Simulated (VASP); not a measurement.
An input for Quantum ESPRESSO's pw.x (written as the equivalent of a VASP run, and not itself run):

```
&CONTROL
  calculation = 'scf'
  pseudo_dir = './pseudo'
  outdir = './out'
  tprnfor = .true.
  tstress = .true.
/
&SYSTEM
  ibrav = 0
  nat = 3
  ntyp = 2
  ecutwfc = 84
  occupations = 'smearing'
  smearing = 'gaussian'
  degauss = 0.003675
  input_dft = 'pbe'
/
&ELECTRONS
  conv_thr = 7.3e-08
  electron_maxstep = 100
/
ATOMIC_SPECIES
  Pb 207.200 Pb.upf
  F 18.998 F.upf
CELL_PARAMETERS angstrom
     0.0000000    3.0405300    2.9546830
     2.9555420    0.0000000    2.9546830
     2.9555420    3.0405300    0.0000000
ATOMIC_POSITIONS crystal
  Pb   0.0000000  0.0000000  0.0000000
  F    0.2500000  0.2500000  0.2500000
  F    0.7403290  0.7596710  0.7596710
K_POINTS automatic
  7 7 7 0 0 0
```

Write the VASP files for the same calculation (PBE).

Several could match; the one computed here: 
INCAR:
```
SYSTEM=PbF2
PREC=Accurate; ENCUT=520; LREAL=.FALSE.
LASPH=.TRUE.
EDIFF=1E-6; NELM=100; ALGO=Normal
LMAXMIX=4
ISMEAR=0; SIGMA=0.05
GGA=PE
ISIF=2
LWAVE=.FALSE.; LCHARG=.FALSE.
```

KPOINTS:
```
Automatic mesh
0
Gamma
7 7 7
0 0 0
```

File POSCAR:
```
PbF2
1
    0.0000000000     3.0405300000     2.9546830000
    2.9555420000     0.0000000000     2.9546830000
    2.9555420000     3.0405300000     0.0000000000
Pb F
1 2
Direct
  0.0000000000   0.0000000000   0.0000000000
  0.2500000000   0.2500000000   0.2500000000
  0.7403290000   0.7596710000   0.7596710000
```

POTCAR, in this order: Pb_d F (PBE.64 set). Program: vasp_std.

Limits of the translation: the potentials are each code's own (VASP's PAW set, PseudoDojo norm-conserving files in pw.x), so ENCUT and ecutwfc are chosen apart and not converted; conv_thr bounds pw.x's estimated SCF error, while EDIFF bounds the energy change between steps.

The compound is PbF2 in the fluorite structure, the β form. The cell was not relaxed at this level, atoms are displaced from their ideal sites. The run is one of a series of settings (KPOINTS 7×7×7 Γ-centred mesh against the base run), some of them coarse on purpose.
